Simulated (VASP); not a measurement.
Input:

```xyz
2
Lattice="4.5311 0.0000 0.0000 -2.2655 3.9240 0.0000 0.0000 0.0000 14.0000" Properties=species:S:1:pos:R:3 pbc="T T T"
Ca     2.2655     1.3080     7.0000
Se     0.0000     2.6160     7.0000
```

All values below come from PBE GGA, VASP's PBE PAW potentials (set 64) (plane waves; VASP). Settings: 300 eV cut-off, 7×7×1 Γ-centred mesh, Fermi-Dirac smearing of 0.050 eV, potentials Ca_sv Se.

The cell holds a wide vacuum, so values per volume refer to the whole cell.

### Question
What does the run give for the energy per atom (σ→0)?

### Answer

- energy per atom (σ→0) = -4.032 eV/atom

Total energies compare only between runs with the same potentials, cut-off and functional.

The cell is a sheet with vacuum, built from a generated structure.
